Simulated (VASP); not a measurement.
Level of theory: optB86b-vdW, VASP's PBE PAW potentials (set 64) (plane waves; VASP 6.6.1).

The input files of a VASP run:

**POSCAR**
```
SrCl2
1
    0.0000000000     3.5443664838     3.5443664838
    3.5443664838     0.0000000000     3.5443664838
    3.5443664838     3.5443664838     0.0000000000
Sr Cl
1 2
Direct
  1.0000000000   1.0000000000   0.0000000000
  0.2500000000   0.2500000000   0.2500000000
  0.7500000000   0.7500000000   0.7500000000
```

File KPOINTS:
```
Automatic mesh
0
Gamma
6 6 6
0 0 0
```

**INCAR**
```
SYSTEM = SrCl2
PREC = Accurate; ENCUT = 520; LREAL = .False.
LASPH = .True.
EDIFF = 1E-7; NELM = 100; ALGO = Normal
LMAXMIX = 4
ISMEAR = 0; SIGMA = 0.05
GGA = MK; LUSE_VDW = .True.; AGGAC = 0.0
PARAM1 = 0.1234; PARAM2 = 1.0
ISIF = 2
LWAVE = .False.; LCHARG = .False.
```

POTCAR, in this order: Sr_sv Cl (PBE.64 set). Program: vasp_std.

The resulting files:

### OSZICAR
```
       N       E                     dE             d eps       ncg     rms          rms(c)
DAV:   1     0.160030137203E+03    0.16003E+03   -0.11571E+04   512   0.134E+03
DAV:   2     0.199694382341E+01   -0.15803E+03   -0.15342E+03   704   0.251E+02
DAV:   3    -0.739103185097E+01   -0.93880E+01   -0.93800E+01   720   0.657E+01
DAV:   4    -0.771974724139E+01   -0.32872E+00   -0.32863E+00   824   0.966E+00
DAV:   5    -0.772578365176E+01   -0.60364E-02   -0.60363E-02   760   0.952E-01    0.121E+01
DAV:   6    -0.741888482286E+01    0.30690E+00   -0.84069E-01   648   0.506E+00    0.792E+00
DAV:   7    -0.742067896142E+01   -0.17941E-02   -0.42781E-01   784   0.396E+00    0.202E+00
DAV:   8    -0.742344581567E+01   -0.27669E-02   -0.57818E-02   640   0.145E+00    0.291E-01
DAV:   9    -0.742442625355E+01   -0.98044E-03   -0.24711E-03   768   0.299E-01    0.110E-01
DAV:  10    -0.742500121861E+01   -0.57497E-03   -0.56207E-04   560   0.183E-01    0.252E-02
DAV:  11    -0.742502926283E+01   -0.28044E-04   -0.51367E-05   824   0.457E-02    0.302E-02
DAV:  12    -0.742503097272E+01   -0.17099E-05   -0.39365E-06   688   0.121E-02    0.145E-02
DAV:  13    -0.742503181995E+01   -0.84723E-06   -0.62342E-06   672   0.136E-02    0.215E-03
DAV:  14    -0.742503177730E+01    0.42655E-07   -0.17368E-07   608   0.300E-03
   1 F= -.74250318E+01 E0= -.74250318E+01  d E =-.338451E-11
```

OUTCAR:
```
------------------------ aborting loop because EDIFF is reached ----------------------------------------
  FORCE on cell =-STRESS in cart. coord.  units (eV):
  Direction    XX          YY          ZZ          XY          YZ          ZX
  --------------------------------------------------------------------------------------
  Total       -1.0828082     -1.0828082     -1.0828082      0.0000000      0.0000000      0.0000000
  in kB      -19.4812247    -19.4812247    -19.4812247      0.0000000      0.0000000      0.0000000
  external PRESSURE =     -19.4812247 kB  Pullay stress =       0.0000000 kB
  volume of cell :       89.05
      direct lattice vectors                 reciprocal lattice vectors
     0.000000000  3.544366484  3.544366484    -0.141068934  0.141068934  0.141068934
     3.544366484  0.000000000  3.544366484     0.141068934 -0.141068934  0.141068934
     3.544366484  3.544366484  0.000000000     0.141068934  0.141068934 -0.141068934
 POSITION                                       TOTAL-FORCE (eV/Angst)
 -----------------------------------------------------------------------------------
      0.00000      0.00000      0.00000         0.000000     -0.000000      0.000000
      1.77218      1.77218      1.77218        -0.000000      0.000000     -0.000000
      5.31655      5.31655      5.31655         0.000000      0.000000      0.000000
 -----------------------------------------------------------------------------------
    total drift:                               -0.000000     -0.000000      0.000000
  FREE ENERGIE OF THE ION-ELECTRON SYSTEM (eV)
  ---------------------------------------------------
  free  energy   TOTEN  =        -7.4250317773 eV

  energy  without entropy=       -7.4250317773  energy(sigma->0) =       -7.42503178
```
(Selected blocks of OUTCAR.)

OUTCAR:
```
 val. band max:       -0.2285208538   @ k =   0.5000   0.5000   0.0000

 cond. band min:       4.7905672759   @ k =   0.0000   0.0000   0.0000


 Fermi energy:        -0.0130733132

 k-point     1 :       0.0000    0.0000    0.0000
  band No.  band energies     occupation
      1     -33.2614      2.00000
      2     -15.2354      2.00000
      3     -15.2354      2.00000
      4     -15.2354      2.00000
      5     -13.3624      2.00000
      6     -12.5992      2.00000
      7      -2.1987      2.00000
      8      -2.1987      2.00000
      9      -2.1987      2.00000
     10      -0.5518      2.00000
     11      -0.5518      2.00000
     12      -0.5518      2.00000
     13       4.7906      0.00000
     14       5.8470      0.00000
     15       5.8470      0.00000
     16       8.6241      0.00000

 k-point     2 :       0.1667    0.0000    0.0000
  band No.  band energies     occupation
      1     -33.2608      2.00000
      2     -15.2961      2.00000
      3     -15.2381      2.00000
      4     -15.2381      2.00000
      5     -13.2443      2.00000
      6     -12.6502      2.00000
      7      -2.1054      2.00000
      8      -2.1054      2.00000
      9      -2.0353      2.00000
     10      -0.8467      2.00000
     11      -0.6887      2.00000
     12      -0.6887      2.00000
     13       5.3654      0.00000
     14       6.0253      0.00000
     15       6.0253      0.00000
     16       7.6295      0.00000

 k-point     3 :       0.3333    0.0000    0.0000
  band No.  band energies     occupation
      1     -33.2596      2.00000
      2     -15.3992      2.00000
      3     -15.2435      2.00000
      4     -15.2435      2.00000
      5     -13.0509      2.00000
      6     -12.7209      2.00000
      7      -1.8682      2.00000
      8      -1.8682      2.00000
      9      -1.7266      2.00000
     10      -1.3348      2.00000
     11      -0.9959      2.00000
     12      -0.9959      2.00000
     13       6.3021      0.00000
...
```

The compound is SrCl2 in the fluorite structure. This cell is one point of a volume scan, at 1.06 of the reference volume.
